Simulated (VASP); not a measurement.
# SiF (Pm-3m) in VASP: equation of state

How stiff is SiF in PBE, and what volume does it want? The cell is scaled to several volumes.

Everything below comes from runs of VASP 6.6.1. Logs are shortened: lines on timing, memory, paths and dates and some standing lists are left out, and cuts for length are marked.

### Step 1. Starting point

It takes space group Pm-3m (No. 221, cubic). The conventional cell has a = 3.029 Å, b = 3.029 Å, c = 3.029 Å, α = 90.00°, β = 90.00°, γ = 90.00°. Si (site symmetry m-3m) has 8 F at 2.62 Å as nearest neighbours. Around F (site symmetry m-3m) lie 8 Si at 2.62 Å.

The cell was built by a generator and needn't be a form met in nature.

### Step 2. Equation of state, PBE, 13.06 Å³/atom (volume scaled by 0.94)

Input file INCAR:

```
SYSTEM = SiF
PREC = Accurate ; ENCUT = 520
EDIFF = 1E-7 ; ISMEAR = -1
SIGMA = 0.05 ; LREAL = .FALSE.
LASPH = .TRUE. ; NELM = 60
ALGO = Normal ; ISIF = 2
LWAVE = .FALSE. ; LCHARG = .FALSE.
GGA = PE ; NBANDS = 12
```

Input file KPOINTS:

```
Automatic mesh
0
G
  9 9 9
  0 0 0
```

Input file POSCAR:

```
SiF
1.0
    2.9667744889      0.0000000000      0.0000000000
    0.0000000000      2.9667744889      0.0000000000
    0.0000000000      0.0000000000      2.9667744889
Si F
1 1
Direct
    0.5000000000      0.5000000000      0.5000000000
    0.0000000000      0.0000000000      0.0000000000
```

Potentials or basis: VASP PAW PBE potentials, release 64 (Si, F).

Started as:

```sh
cat potpaw_PBE.64/Si/POTCAR potpaw_PBE.64/F/POTCAR > POTCAR
mpirun -np 1 vasp_std > vasp.out
```

OUTCAR:

```text
SYSTEM = SiF
   PREC = Accurate
   ENCUT = 520
   EDIFF = 1E-7
   ISMEAR = -1
   LREAL = .FALSE.
   LASPH = .TRUE.
   NELM = 60
   ISIF = 2
   GGA = PE

 Found     35 irreducible k-points:

 Following reciprocal coordinates:
            Coordinates               Weight
  0.000000  0.000000  0.000000      1.000000
  0.111111  0.000000  0.000000      6.000000
  0.222222  0.000000  0.000000      6.000000
  0.333333  0.000000  0.000000      6.000000
  0.444444  0.000000  0.000000      6.000000
  0.111111  0.111111  0.000000     12.000000
   k-points           NKPTS =     35   k-points in BZ     NKDIM =     35   number of bands    NBANDS=     12
   number of dos      NEDOS =    301   number of ions     NIONS =      2
   total plane-waves  NPLWV =  13824
   dimension x,y,z NGX =    24 NGY =   24 NGZ =   24
   dimension x,y,z NGXF=    48 NGYF=   48 NGZF=   48
   ions per type =               1   1
   NGX,Y,Z   is equivalent  to a cutoff of  13.45, 13.45, 13.45 a.u.
   NGXF,Y,Z  is equivalent  to a cutoff of  26.90, 26.90, 26.90 a.u.
 SYSTEM =  SiF
   PREC   = accura    normal or accurate (medium, high low for compatibility)
   ISTART =      0    job   : 0-new  1-cont  2-samecut
   ICHARG =      2    charge: 1-file 2-atom 10-const
   ISPIN  =      1    spin polarized calculation?
   LNONCOLLINEAR =      F non collinear calculations
   LSORBIT =      F    spin-orbit coupling
   LASPH  =      T    aspherical Exc in radial PAW
   ENCUT  =  520.0 eV  38.22 Ry    6.18 a.u.   5.52  5.52  5.52*2*pi/ulx,y,z
   NELM   =     60;   NELMIN=  2; NELMDL= -5     # of ELM steps
   EDIFF  = 0.1E-06   stopping-criterion for ELM
   LREAL  =      F    real-space projection
   EDIFFG = 0.1E-05   stopping-criterion for IOM
   NSW    =      0    number of steps for IOM
   IBRION =     -1    ionic relax: 0-MD 1-quasi-New 2-CG
   NFREE  =      0    steps in history (QN), initial steepest desc. (CG)
   ISIF   =      2    stress and relaxation
   ISYM   =      2    0-nonsym 1-usesym 2-fastsym
   POTIM  = 0.5000    time-step for ionic-motion
   TEBEG  =    0.0;   TEEND  =   0.0 temperature during run
   PSTRESS=    0.0 pullay stress
   NELECT =      11.0000    total number of electrons
   NUPDOWN=      -1.0000    fix difference up-down
   EMIN   =  10.00;   EMAX   =-10.00  energy-range for DOS
   EFERMI =   0.00;   METHOD = LEGACY
   ISMEAR =    -1;   SIGMA  =   0.05  broadening in eV -4-tet -1-fermi 0-gaus
   EFERMI_NEDOS =   21; number of points for ismear=-14 and -15
   IALGO  =     38    algorithm
   IMIX   =      4    mixing-type and parameters
     AMIX     =   0.40;   BMIX     =  1.00
     AMIX_MAG =   1.60;   BMIX_MAG =  1.00
  volume/ion in A,a.u.               =      13.06        88.11
  Fermi-wavevector in a.u.,A,eV,Ry     =   1.227217  2.319103 20.491195  1.506060
  Thomas-Fermi vector in A             =   2.362188
   LORBIT       =      0    0 simple, 1 ext, 2 COOP (PROOUT), +10 PAW based schemes
   GGA     = PE    functional components
   LHFCALC =     F    Hartree Fock is set to
   AEXX    =    0.0000 exact exchange contribution
   IVDW    =     0    specifies the selected vdW correction
   LEPSILON=     F    determine dielectric tensor
   LRPA    =     F    only Hartree local field effects (RPA)
 non-spin polarized calculation
  energy-cutoff  :      520.00
  volume of cell :       26.11
 maximum number of plane-waves:       739
 NGX is ok and might be reduce to    24
   NGX = 11   NGY = 11   NGZ = 11

 number of electron      10.9999996 magnetization

 Free energy of the ion-electron system (eV)
  ---------------------------------------------------
  ext. energy  EPLUGINS =         0.00000000
  ---------------------------------------------------
  free energy    TOTEN  =        -7.75058344 eV

  energy without entropy =       -7.73384686  energy(sigma->0) =       -7.74221515

 E-fermi :   6.5368     XC(G=0): -10.5847

 val. band max:        6.5152079476   @ k =   0.3333   0.2222   0.0000
 cond. band min:       6.5371110820   @ k =   0.4444   0.4444   0.4444
 fundamental gap:      0.0219031344
 Fermi energy:         6.5368343106

 k-point     1 :       0.0000    0.0000    0.0000
  band No.  band energies     occupation
      1     -18.0378      2.00000
      2      -2.6006      2.00000
      3       0.9702      2.00000
      4       0.9702      2.00000
      5       0.9702      2.00000
      6      12.0458      0.00000
      7      12.0458      0.00000
      8      12.0458      0.00000
      9      12.2385      0.00000
     10      12.2385      0.00000
     11      23.6611      0.00000
     12      23.9165      0.00000

 k-point     2 :       0.1111    0.0000    0.0000
  band No.  band energies     occupation
      1     -18.0055      2.00000
      2      -2.7240      2.00000
      3       1.0097      2.00000
      4       1.0097      2.00000
      5       1.0832      2.00000
      6      10.0119      0.00000
      7      12.0306      0.00000
      8      12.0306      0.00000
      9      12.4065      0.00000
     10      14.3943      0.00000
     11      23.1953      0.00000
     12      23.1953      0.00000

 k-point     3 :       0.2222    0.0000    0.0000
  band No.  band energies     occupation
      1     -17.9229      2.00000
      2      -3.0496      2.00000
      3       1.1119      2.00000
      4       1.1119      2.00000
      5       1.4699      2.00000
      6       8.0237      0.00000
      7      11.9855      0.00000
      8      11.9855      0.00000
      9      12.8885      0.00000
     10      16.7075      0.00000
     11      21.8832      0.00000
     12      21.8832      0.00000

 k-point     4 :       0.3333    0.0000    0.0000
  band No.  band energies     occupation
      1     -17.8263      2.00000
      2      -3.4312      2.00000
      3       1.2325      2.00000
      4       1.2325      2.00000
      5       2.1884      2.00000
      6       6.2029      1.99749
      7      11.9210      0.00000
      8      11.9210      0.00000
      9      13.5891      0.00000
     10      18.8844      0.00000
     11      20.8102      0.00000
     12      20.8102      0.00000

 k-point     5 :       0.4444    0.0000    0.0000
  band No.  band energies     occupation
      1     -17.7621      2.00000
      2      -3.6822      2.00000
      3       1.3139      2.00000
      4       1.3139      2.00000
      5       3.2378      2.00000
      6       4.5952      2.00000
      7      11.8703      0.00000
      8      11.8703      0.00000
      9      14.2159      0.00000
     10      20.1503      0.00000
     11      20.2416      0.00000
     12      20.2416      0.00000

 k-point     6 :       0.1111    0.1111    0.0000
  band No.  band energies     occupation
      1     -17.9743      2.00000
      2      -2.7893      2.00000
      3       0.6918      2.00000
      4       1.0477      2.00000
      5       1.4950      2.00000
      6       9.9448      0.00000
      7      10.2653      0.00000
      8      12.0326      0.00000
      9      13.6820      0.00000
     10      15.2871      0.00000
     11      22.1038      0.00000
     12      22.8032      0.00000

 [... further k-points ...]
[... 5 lines left out ...]
  --------------------------------------------------------------------------------------
  -------------------------------------------------------------------------------------
  Total        0.8498201      0.8498201      0.8498201      0.0000000      0.0000000      0.0000000
  in kB       52.1415573     52.1415573     52.1415573      0.0000000      0.0000000      0.0000000
  external PRESSURE =      52.1415573 kB  Pullay stress =       0.0000000 kB

 VOLUME and BASIS-vectors are now :
 -----------------------------------------------------------------------------
  energy-cutoff  :      520.00
  volume of cell :       26.11
      direct lattice vectors                 reciprocal lattice vectors
     2.966774489  0.000000000  0.000000000     0.337066401  0.000000000  0.000000000
     0.000000000  2.966774489  0.000000000     0.000000000  0.337066401  0.000000000
     0.000000000  0.000000000  2.966774489     0.000000000  0.000000000  0.337066401

 POSITION                                       TOTAL-FORCE (eV/Angst)
 -----------------------------------------------------------------------------------
      1.48339      1.48339      1.48339         0.000000      0.000000      0.000000
      0.00000      0.00000      0.00000         0.000000      0.000000      0.000000
 -----------------------------------------------------------------------------------
    total drift:                                0.000000      0.000000      0.000000

  FREE ENERGIE OF THE ION-ELECTRON SYSTEM (eV)
  ---------------------------------------------------
  free  energy   TOTEN  =        -7.7505834395 eV

  energy  without entropy=       -7.7338468587  energy(sigma->0) =       -7.74221515
```

Wall time 5.3 s (1 thread of Intel Xeon Platinum 8488C (Sapphire Rapids), shared host); peak memory 0.13 GiB.

Results:

```
Free energy            : -7.7506 eV
Pressure               : 5.2 GPa
Band gap on the k mesh : none (metal or under the smearing width)
```

Caveat: an odd number of electrons without spin polarisation forces a metal; a magnetic or distorted state may lie lower.

(Continued in part 2 of 2.)
